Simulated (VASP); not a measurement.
Output of a VASP run:

### OUTCAR
```
 ion  position               nearest neighbor table
   1  0.000  0.000  0.000-   2 2.59   2 2.59   2 2.59   2 2.59   2 2.59   2 2.59   2 2.59   2 2.59
  LATTYP: Found a simple cubic cell.
 ALAT       =     2.9937560000
 Subroutine PRICEL returns:
 Original cell was already a primitive cell.
 Subroutine GETGRP returns: Found 48 space group operations
The static configuration has the point symmetry O_h .
The dynamic configuration has the point symmetry O_h .
 Subroutine INISYM returns: Found 48 space group operations
 Subroutine IBZKPT returns following result:
 Found     35 irreducible k-points:

 Following reciprocal coordinates:
            Coordinates               Weight
  0.000000  0.000000  0.000000      1.000000
  0.125000  0.000000  0.000000      6.000000
  0.250000  0.000000  0.000000      6.000000
  0.375000  0.000000  0.000000      6.000000
  0.500000  0.000000  0.000000      3.000000
  0.125000  0.125000  0.000000     12.000000
  0.250000  0.125000  0.000000     24.000000
  0.375000  0.125000  0.000000     24.000000
  0.500000  0.125000  0.000000     12.000000
  0.250000  0.250000  0.000000     12.000000
  0.375000  0.250000  0.000000     24.000000
  0.500000  0.250000  0.000000     12.000000
  0.375000  0.375000  0.000000     12.000000
  0.500000  0.375000  0.000000     12.000000
  0.500000  0.500000  0.000000      3.000000
  0.125000  0.125000  0.125000      8.000000
  0.250000  0.125000  0.125000     24.000000
  0.375000  0.125000  0.125000     24.000000
  0.500000  0.125000  0.125000     12.000000
  0.250000  0.250000  0.125000     24.000000
  0.375000  0.250000  0.125000     48.000000
  0.500000  0.250000  0.125000     24.000000
  0.375000  0.375000  0.125000     24.000000
  0.500000  0.375000  0.125000     24.000000
  0.500000  0.500000  0.125000      6.000000
  0.250000  0.250000  0.250000      8.000000
  0.375000  0.250000  0.250000     24.000000
  0.500000  0.250000  0.250000     12.000000
  0.375000  0.375000  0.250000     24.000000
  0.500000  0.375000  0.250000     24.000000
  0.500000  0.500000  0.250000      6.000000
  0.375000  0.375000  0.375000      8.000000
  0.500000  0.375000  0.375000     12.000000
  0.500000  0.500000  0.375000      6.000000
  0.500000  0.500000  0.500000      1.000000
   k-points           NKPTS =     35   k-points in BZ     NKDIM =     35   number of bands    NBANDS=     14
   number of dos      NEDOS =    301   number of ions     NIONS =      2
   total plane-waves  NPLWV =   8000
   dimension x,y,z NGX =    20 NGY =   20 NGZ =   20
   dimension x,y,z NGXF=    40 NGYF=   40 NGZF=   40
   ions per type =               1   1
   PREC   = accura    normal or accurate (medium, high low for compatibility)
   ISTART =      0    job   : 0-new  1-cont  2-samecut
   ICHARG =      2    charge: 1-file 2-atom 10-const
   ISPIN  =      1    spin polarized calculation?
   LNONCOLLINEAR =      F non collinear calculations
   LSORBIT =      F    spin-orbit coupling
   INIWAV =      1    electr: 0-lowe 1-rand  2-diag
   ENCUT  =  400.0 eV  29.40 Ry    5.42 a.u.   4.88  4.88  4.88*2*pi/ulx,y,z
   NELM   =    100;   NELMIN=  2; NELMDL= -5     # of ELM steps
   EDIFF  = 0.1E-04   stopping-criterion for ELM
   LREAL  =      F    real-space projection
   NLSPLINE    = F    spline interpolate recip. space projectors
   LMAXMIX     =    4 max onsite mixed and CHGCAR
   VOSKOWN=      0    Vosko Wilk Nusair interpolation
   EDIFFG = 0.1E-03   stopping-criterion for IOM
   NSW    =      0    number of steps for IOM
   NBLOCK =      1;   KBLOCK =      1    inner block; outer block
   IBRION =     -1    ionic relax: 0-MD 1-quasi-New 2-CG
   NFREE  =      0    steps in history (QN), initial steepest desc. (CG)
   ISIF   =      2    stress and relaxation
   ISYM   =      2    0-nonsym 1-usesym 2-fastsym
   TEIN   =    0.0    initial temperature
   TEBEG  =    0.0;   TEEND  =   0.0 temperature during run
   SMASS  =  -3.00    Nose mass-parameter (am)
...
```

**OSZICAR**
```
       N       E                     dE             d eps       ncg     rms          rms(c)
DAV:   1     0.133462344920E+03    0.13346E+03   -0.10138E+04   980   0.117E+03
DAV:   2    -0.880186925284E+01   -0.14226E+03   -0.14019E+03  1124   0.339E+02
DAV:   3    -0.120559001072E+02   -0.32540E+01   -0.32037E+01  1192   0.518E+01
DAV:   4    -0.120796318574E+02   -0.23732E-01   -0.23728E-01  1190   0.432E+00
DAV:   5    -0.120800044540E+02   -0.37260E-03   -0.37259E-03  1222   0.420E-01    0.166E+01
DAV:   6    -0.118859550373E+02    0.19405E+00   -0.14112E+00   998   0.129E+01    0.805E+00
DAV:   7    -0.118432156597E+02    0.42739E-01   -0.30814E-01   992   0.609E+00    0.531E+00
DAV:   8    -0.118250146789E+02    0.18201E-01   -0.70755E-02  1046   0.288E+00    0.367E-01
DAV:   9    -0.118248778880E+02    0.13679E-03   -0.13249E-03  1106   0.292E-01    0.979E-02
DAV:  10    -0.118248436082E+02    0.34280E-04   -0.35470E-04  1118   0.199E-01    0.252E-02
DAV:  11    -0.118248399825E+02    0.36256E-05   -0.55324E-06   556   0.296E-02
   1 F= -.11824840E+02 E0= -.11823434E+02  d E =-.281279E-02
```

### OUTCAR
```
------------------------ aborting loop because EDIFF is reached ----------------------------------------
  FORCE on cell =-STRESS in cart. coord.  units (eV):
  Direction    XX          YY          ZZ          XY          YZ          ZX
  --------------------------------------------------------------------------------------
  Total        5.4227315      5.4227315      5.4227315     -0.0000000      0.0000000     -0.0000000
  in kB      323.8019626    323.8019626    323.8019626     -0.0000000      0.0000000     -0.0000000
  external PRESSURE =     323.8019626 kB  Pullay stress =       0.0000000 kB
  volume of cell :       26.83
      direct lattice vectors                 reciprocal lattice vectors
     2.993756000  0.000000000  0.000000000     0.334028558  0.000000000  0.000000000
     0.000000000  2.993756000  0.000000000     0.000000000  0.334028558  0.000000000
     0.000000000  0.000000000  2.993756000     0.000000000  0.000000000  0.334028558
 POSITION                                       TOTAL-FORCE (eV/Angst)
 -----------------------------------------------------------------------------------
      0.00000      0.00000      0.00000         0.000000      0.000000      0.000000
      1.49688      1.49688      1.49688         0.000000      0.000000      0.000000
 -----------------------------------------------------------------------------------
    total drift:                               -0.000000      0.000000     -0.000000
  FREE ENERGIE OF THE ION-ELECTRON SYSTEM (eV)
  ---------------------------------------------------
  free  energy   TOTEN  =       -11.8248399825 eV

  energy  without entropy=      -11.8220271925  energy(sigma->0) =      -11.82343359
```
(Selected blocks of OUTCAR.)

File POSCAR:
```
RuSe
1
    2.9937560000     0.0000000000     0.0000000000
    0.0000000000     2.9937560000     0.0000000000
    0.0000000000     0.0000000000     2.9937560000
Ru Se
1 1
Direct
  0.0000000000   0.0000000000   0.0000000000
  0.5000000000   0.5000000000   0.5000000000
```

Reconstruct the remaining input files.

Several could match; the one computed here: the input of the run itself, PBE GGA, plane waves, VASP's PBE PAW potentials (set 64).

**INCAR**
```
ALGO=Normal
EDIFF=1E-5
ENCUT=400
GGA=PE
ISIF=2
ISMEAR=0
LASPH=T
LCHARG=F
LMAXMIX=4
LREAL=F
LWAVE=F
NELM=100
PREC=Accurate
SIGMA=0.05
SYSTEM=RuSe
```

**KPOINTS**
```
Automatic mesh
0
Gamma
8 8 8
0 0 0
```

POTCAR, in this order: Ru_pv Se (PBE.64 set). Program: vasp_std.

The structure was generated: RuSe was put into the CsCl type (Pm-3m), which need not be its known phase. The cell was not relaxed at this level. The run is one of a series of settings (EDIFF = 1E-5 against the base run), some of them coarse on purpose.
